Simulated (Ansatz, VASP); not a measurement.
# GaN in two plane-wave programs, part 3 of 3

Aim: how closely do two programs agree when they are given the same cell, functional and k mesh? The cell is taken from a series of runs on this material, whose earlier steps may have relaxed, scaled, displaced or heated it; both programs get it as it stands.

VASP 6.6.1 and Ansatz 0.2.0.

So far: The starting structure; VASP: zone-centre phonons, LDA.

**3. Ansatz: zone-centre phonons, LDA**

Level of this step: Ansatz beside VASP: Kohn-Sham DFT, plane waves, LDA (Ansatz).

Ansatz runs on its PAW soft_1 files.

The same cell, functional (in two slightly different forms) and mesh now go to Ansatz, which takes its cutoff from its data sets.

The input, input.yaml:

```yaml
crystal:
  lattice:
    - [3.17260152, 0.0, 0.0]
    - [-1.58630076, 2.7475535124, 0.0]
    - [0.0, 0.0, 5.17207384]
  atoms:
    - { symbol: "N", position: [0.3333333333, 0.6666666667, 0.3757405216] }
    - { symbol: "N", position: [0.6666666667, 0.3333333333, 0.8757405216] }
    - { symbol: Ga, position: [0.3333333333, 0.6666666667, -0.0007405216] }
    - { symbol: Ga, position: [0.6666666667, 0.3333333333, 0.4992594784] }
kpoints:
  mp_grid: { grid: [15, 15, 8] }
hamiltonian:
  xc: lda
  pseudopotentials: { kind: paw, azcp: { folder: soft_1 }, xc_functional: pbe }
scf:
  occupations: { method: fixed }
output:
  eigenvalues: true
phonons:
  method: dfpt
  dielectric: true
  rigid_motions: translations
```

Started as:

```
ansatz run input.yaml --threads 8 --pin off --max-ram 16384MiB --backend cpu --events-out ev --progress --plain --runs-dir out
```

Numbers of over 12 decimals in the logs are rounded to 6 here.

Log:

```text
Engine: ansatz 0.2.0, aarch64-unknown-linux-gnu
Pseudopotentials: kind: paw
Pseudopotential: N, paw, valence charge 5, recommended cutoff 420 eV (normal), soft_1/N.paw.azcp
Pseudopotential: Ga, paw, valence charge 13, recommended cutoff 420 eV (normal), soft_1/Ga.paw.azcp
Functional definition: SPW92
  exchange = slater_x
  correlation = pw_c
Crystal: 4 atoms, lattice volume = 45.084 Å³
Basis set: ecut = 420 eV, 893 PW (Γ), exchange–correlation on 48×48×72 points (8 copies of the dense FFT grid, shifted against one another)
Bands: 22, of which v1, the nominal top of the filled ones, is band 18 counted from 1 (17 counted from 0)
Symmetry: 12 space group operations
k-points: 488 of 1800 (irreducible under 2 space group operations, time reversal used)
Non-local potential: N, projectors of the file, l = 0: 2, l = 1: 2, l = 2: 1
Non-local potential: Ga, projectors of the file, l = 0: 2, l = 1: 2, l = 2: 3, l = 3: 1
PAW form: soft (Blöchl's): semilocal exchange-correlation on the pseudo side does not see the compensation charge
PAW frozen core: N, regenerated for the run's functional, and the local potential with it (the file was generated under x = pbe(κ = 0.804, μ = 0.219515), c = pbe(β = 0.066725))
PAW frozen core: Ga, regenerated for the run's functional, and the local potential with it (the file was generated under x = pbe(κ = 0.804, μ = 0.219515), c = pbe(β = 0.066725))
PAW one-centre angular grid: N, 110 points (default); XC on 64 Gauss nodes
PAW one-centre angular grid: Ga, 590 points (default); XC on 64 Gauss nodes
Initial density: superposition of atomic densities (chi_scale 0.1, normalization cell, long waves kept (reshape's long-wave potential 0.00 eV rms))
Initial wavefunctions: pseudopotential atomic-orbital guess
Functional: x = slater, c = lda
SCF iter   1: F=—  HF=-8165.440501 eV  |F-HF|=—  |Δ(HF+E_count)|=         —  Δρ=1.05e-1  dr2=4.31e0  ethr=3.10e-3  ⟨swp⟩=4.0  Hψ=37888  notcnv=0  defer=58
preconditioner: auto → Resta (q_TF=auto, 2.628 Å⁻¹)  ε∞=4.8  [insulator: Δε(μ)=2.849 eV  Ē_g=16.931 eV  n_scr=22 (ndim 8)  ℏωp=33.2 eV  f_vac=0.000  ε∞_Penn≈4.8]
SCF iter   2: F=—  HF=-8164.345892 eV  |F-HF|=—  |Δ(HF+E_count)|=    1.09e0  Δρ=4.46e-2  dr2=4.91e-1  ethr=3.10e-3  ⟨swp⟩=2.1  Hψ=20950  notcnv=0  defer=288
SCF iter   3: F=—  HF=-8164.221729 eV  |F-HF|=—  |Δ(HF+E_count)|=   1.24e-1  Δρ=1.69e-2  dr2=9.81e-2  ethr=1.36e-3  ⟨swp⟩=2.0  Hψ=11751  notcnv=0  defer=969
SCF iter   4: F=—  HF=-8164.188770 eV  |F-HF|=—  |Δ(HF+E_count)|=   3.30e-2  Δρ=2.76e-3  dr2=4.22e-3  ethr=2.73e-4  ⟨swp⟩=3.0  Hψ=20341  notcnv=0  defer=972
SCF iter   5: F=—  HF=-8164.187107 eV  |F-HF|=—  |Δ(HF+E_count)|=   1.66e-3  Δρ=2.44e-3  dr2=1.45e-3  ethr=1.17e-5  ⟨swp⟩=2.1  Hψ=20473  notcnv=0  defer=972
SCF iter   6: F=—  HF=-8164.187327 eV  |F-HF|=—  |Δ(HF+E_count)|=   2.20e-4  Δρ=6.83e-4  dr2=1.49e-4  ethr=4.04e-6  ⟨swp⟩=2.7  Hψ=17560  notcnv=0  defer=972
SCF iter   7: F=—  HF=-8164.187330 eV  |F-HF|=—  |Δ(HF+E_count)|=   2.95e-6  Δρ=1.15e-4  dr2=6.04e-6  ethr=4.15e-7  ⟨swp⟩=2.3  Hψ=17583  notcnv=0
SCF iter   8: F=—  HF=-8164.187329 eV  |F-HF|=—  |Δ(HF+E_count)|=   5.46e-7  Δρ=1.36e-5  dr2=7.03e-8  ethr=1.68e-8  ⟨swp⟩=2.0  Hψ=18525  notcnv=0
SCF iter   9: F=—  HF=-8164.187330 eV  |F-HF|=—  |Δ(HF+E_count)|=   2.81e-7  Δρ=1.48e-6  dr2=8.64e-10  ethr=1.95e-10  ⟨swp⟩=2.8  Hψ=19554  notcnv=0
SCF iter  10: F=-8164.187330 eV  HF=-8164.187330 eV  |F-HF|=0.00e0  |Δ(HF+E_count)|=  3.64e-12  Δρ=2.38e-7  dr2=2.00e-11  ethr=1.00e-12  ⟨swp⟩=5.4  Hψ=48916  notcnv=0
SCF 1 converged in 10 iterations: F = -8164.187330 eV  dr2 = 2.00e-11
  greatest PAW one-centre occupation: 0.996 electrons in one spin orbital (limit 2), on the Ga atom at site 2 (counted from 0), in its partial waves of l = 2
NSCF: frozen V_eff on 4 k-points
DFPT response loops at Γ: preconditioner auto → Resta (q_TF=auto, 2.628 Å⁻¹)  ε∞=5.5 (no band partly filled); β = 1.00, the filter's whole step (`scf.mixing.beta` (0.50) is not read by the response loops at its default; to damp them type it under 1.00, their step now; it binds the ground state too); Broyden in place of MSR1
── the response to a field inside a basis, on 16×16×8 k-points: an SCF that follows is theirs, and a resumed run solves both again ──
Bands: 19, of which v1, the nominal top of the filled ones, is band 18 counted from 1 (17 counted from 0)
k-points: 288 of 2048 (irreducible under 4 space group operations, time reversal used)
Initial density: handed on by an earlier stage of this run
Initial wavefunctions: pseudopotential atomic-orbital guess (no wavefunctions were taken with the density)
Eigensolver: Dense (288 Hₖ)
SCF iter   1: F=—  HF=-8164.187064 eV  |F-HF|=—  |Δ(HF+E_count)|=         —  Δρ=3.91e-4  dr2=1.48e-5  ethr=1.00e-1
preconditioner: auto → Resta (q_TF=auto, 2.628 Å⁻¹)  ε∞=6.0  [insulator: Δε(μ)=2.234 eV  Ē_g=14.888 eV  n_scr=22 (ndim 8)  ℏωp=33.2 eV  f_vac=0.007  ε∞_Penn≈6.0]
SCF iter   2: F=—  HF=-8164.187062 eV  |F-HF|=—  |Δ(HF+E_count)|=   1.40e-6  Δρ=2.53e-4  dr2=9.75e-6  ethr=4.12e-8
SCF iter   3: F=—  HF=-8164.187062 eV  |F-HF|=—  |Δ(HF+E_count)|=   6.63e-7  Δρ=4.52e-5  dr2=2.79e-7  ethr=2.71e-8
SCF iter   4: F=-8164.187060 eV  HF=-8164.187060 eV  |F-HF|=4.46e-8  |Δ(HF+E_count)|=   1.20e-6  Δρ=9.08e-6  dr2=2.17e-8  ethr=7.76e-10
SCF 1 converged in 4 iterations: F = -8164.187060 eV  dr2 = 2.17e-8
  greatest PAW one-centre occupation: 0.996 electrons in one spin orbital (limit 2), on the Ga atom at site 3 (counted from 0), in its partial waves of l = 2
DFPT response loops at Γ: preconditioner auto → Resta (q_TF=auto, 2.628 Å⁻¹)  ε∞=5.2 (no band partly filled); β = 1.00, the filter's whole step (`scf.mixing.beta` (0.50) is not read by the response loops at its default; to damp them type it under 1.00, their step now; it binds the ground state too); Broyden in place of MSR1
WARN: field response: ε∞ stands inside a basis, on 16×16×8 points; the force constants stand on the 15×15×8 k-mesh, whose period is 13.95 times the interband length at k = (0.0000, 0.0000, 0.0000), direct gap 2.002 eV, under 14: take them and everything formed from them as unconverged, and compare with a denser kpoints.mp_grid
SCF converged after 10 iterations
Free energy (F): -8164.187330 eV
Harris-Foulkes:  -8164.187330 eV  (|F-HF|=0.00e0)
Internal energy: -8164.187330 eV  (E = F + TS)
E sigma→0 (E₀):  -8164.187330 eV
Fermi energy:    9.518465 eV
--- Per-component energies (eV) ---
  E_band       = -18.973018
  E_kinetic    = 482.053968
  E_local      = -2818.406790  (includes V_loc(G=0)·N_el)
  E_nonlocal   = -103.651087
  E_hartree    = 1781.554706
  E_xc         = -243.080446
  E_vxc        = -262.104021  (∫ρ·V_xc dr)
  E_paw        = -4078.701141  (= ΣΔE_a)
  E_vpaw       = -879.975863  (= ΣTr[D̂ρ^β])
  E_aug_tail   = 0.001306  (compensation charges beyond the density's cutoff)
  E_ewald      = -3187.574897
  E_core_change = 3.617051  (= ΣΔE_core)
  E_smearing   = -0.000000  (= −TS)
  E_closure    = 0.000000  (closes the sum)
  Σ components = -8164.187330   (vs F -8164.187330, Δ=0.00e0)
--- Band table (eV; the first three rows and the last of 488) ---
  k-point 0: bands = [... 14 lower, 8.4603, 9.4684, 9.5185, 9.5185, 11.5200, 13.7629, 18.6244, 19.3198]
  k-point 1: bands = [... 14 lower, 8.4986, 8.9730, 9.4763, 9.4763, 11.9396, 13.7962, 18.5127, 19.3377]
  k-point 2: bands = [... 14 lower, 8.6086, 8.6086, 9.3569, 9.3569, 12.6872, 13.8751, 18.2330, 18.9370]
  k-point 487: bands = [... 14 lower, 5.4531, 5.7969, 7.5195, 7.9099, 15.3175, 15.7707, 16.8295, 17.5231]
--- Phonons (Γ-DFPT): 4 representative perturbations + reference, on 488 of 1800 k-points (Σ response iterations 13) ---
  k mesh reduced under 2 symmetry operations, with k and −k counted as one. Each operation leaves every solved perturbation unchanged. A smaller set is not considered because the run solves the response to a homogeneous field
  ASR residual: 1.212e-4 → 0.000e0 eV/Å²; symmetrization residual: 6.102e-6 eV/Å²
  ASR residual per site (eV/Å²): 1.21e-4 1.21e-4 7.68e-5 7.68e-5
  Γ frequencies (cm⁻¹): 0.00 0.00 0.00 140.80 140.80 329.04 521.67 544.17 544.17 551.87 551.87 680.18
  ε∞ (high-frequency dielectric tensor):
        5.717730    -0.000000    -0.000000
       -0.000000     5.717730    -0.000000
       -0.000000    -0.000000     5.893185
  ε⁰ (static dielectric tensor: ions relaxed, cell fixed):
        9.972749    -0.000000    -0.000000
       -0.000000     9.972749    -0.000000
       -0.000000    -0.000000    11.028054
  ε⁰ − ε∞ (ionic part):
        4.255020     0.000000    -0.000000
        0.000000     4.255020    -0.000000
       -0.000000    -0.000000     5.134869
  softest optical mode at Γ: 140.80 cm⁻¹; the repairs (sum rule, projections) moved no ω² at Γ by more than (1.94 cm⁻¹)²
  Born effective charges Z* (e; rows j = field, columns β = displacement):
    site 0:
        -2.59474   -0.00000    0.00000
         0.00000   -2.59474    0.00000
         0.00000   -0.00000   -2.73254
    site 1:
        -2.59474    0.00000    0.00000
         0.00000   -2.59474    0.00000
         0.00000    0.00000   -2.73254
    site 2:
         2.59474    0.00000   -0.00000
        -0.00000    2.59474   -0.00000
        -0.00000   -0.00000    2.73254
    site 3:
         2.59474    0.00000   -0.00000
        -0.00000    2.59474   -0.00000
        -0.00000   -0.00000    2.73254
  Z* charge neutrality: 2.494e-3 e pre-enforcement
  solved inside a basis spanned on kpoints, on 16×16×8 k-points, its susceptibility summed on 20×20×10: ε∞ is read to err by 2.0e-2, Z* by 1.4e-2 e (field_mesh: kpoints solves on kpoints); Z* is corrected for what the basis lacks
  optical modes at Γ without the LO–TO term, one row a degenerate level:
      ω (cm⁻¹)  modes    IR ((D/Å)²/amu)
        140.80      2             0.0000
        329.04      1             0.0000
        521.67      1            29.5383
[...]
optical modes at Γ + LO–TO along q̂ = [1.0000, 0.0000, 0.0000]:
      ω (cm⁻¹)  modes    IR ((D/Å)²/amu)
[...]
optical modes at Γ + LO–TO along q̂ = [0.0000, 1.0000, 0.0000]:
      ω (cm⁻¹)  modes    IR ((D/Å)²/amu)
[...]
680.18      1             0.0000
        718.67      1            26.6341
  optical modes at Γ + LO–TO along q̂ = [0.0000, 0.0000, 1.0000]:
      ω (cm⁻¹)  modes    IR ((D/Å)²/amu)
        140.80      2             0.0000
        329.04      1             0.0000
        544.17      2            53.2682
        551.87      2             0.0000
        680.18      1             0.0000
        713.62      1            29.5383
```

Reading the cycles: dr2 is the Hartree energy of the density residual (eV), the measure of convergence; HF is the Harris–Foulkes estimate of the energy, which meets the free energy F at convergence.

**4. Differences**

Known differences besides the potentials themselves: fixed occupations in Ansatz, narrow Gaussian smearing in VASP; VASP's response is taken on the typed mesh, Ansatz refines its own for the field response alone; the cutoff is 420 eV in Ansatz and 600 eV in VASP; VASP's log shows a relativistic correction to its local exchange, Ansatz's none; VASP's log repeats an internal error in its field response. Total energies have different zeros and are not compared.

Both answers:

```
                                     quantity  Ansatz   VASP  difference
                                        ε∞ xx    5.72   5.66     +1.08 %
                                        ε∞ yy    5.72   5.66     +1.08 %
                                        ε∞ zz    5.89   5.83     +1.02 %
 Born charge of N1 (mean of the diagonal) (e)   -2.64  -2.63       -0.01
Born charge of Ga3 (mean of the diagonal) (e)    2.64   2.63       +0.01
                   optical mode 1 to 2 (cm⁻¹)   140.8  140.5     +0.18 %
                        optical mode 3 (cm⁻¹)   329.0  331.5     -0.75 %
                        optical mode 4 (cm⁻¹)   521.7  526.0     -0.82 %
                   optical mode 5 to 6 (cm⁻¹)   544.2  549.0     -0.87 %
                   optical mode 7 to 8 (cm⁻¹)   551.9  556.7     -0.86 %
                        optical mode 9 (cm⁻¹)   680.2  684.0     -0.57 %
```

Modes are paired by rising frequency, not by their patterns, so a pair may set unlike modes beside each other; they are those without the splitting of longitudinal modes.

**5. Outcome**

```json
{"r.m.s. difference of the optical zone-centre modes, each program's sorted by frequency (zone-centre phonons, LDA)": "3.8 cm⁻¹", "difference in ε∞ xx (zone-centre phonons, LDA)": "+1.1 %"}
```

In words: The r.m.s. difference of the optical zone-centre modes, each program's sorted by frequency is 3.8 cm⁻¹ (zone-centre phonons, LDA). Among the rows given in per cent, the largest difference of the zone-centre phonons, LDA pair is in ε∞ xx, +1.1 %. Such differences can come from data sets, numerical settings and the points named under the comparisons, not from the functional's error against experiment.

[Lines on the potential files, build, host, timing and source positions are cut from VASP's logs without a mark.]

[Logs are printed without paths, hosts, clocks, repeated set-up lines and the standing remarks that a program may print on its own settings, such as how far it seeks lower states.]

[Hosts, paths, dates, database ids (printed as entryN), source tags and the programs' standing remarks are cut or masked in the printed files.]
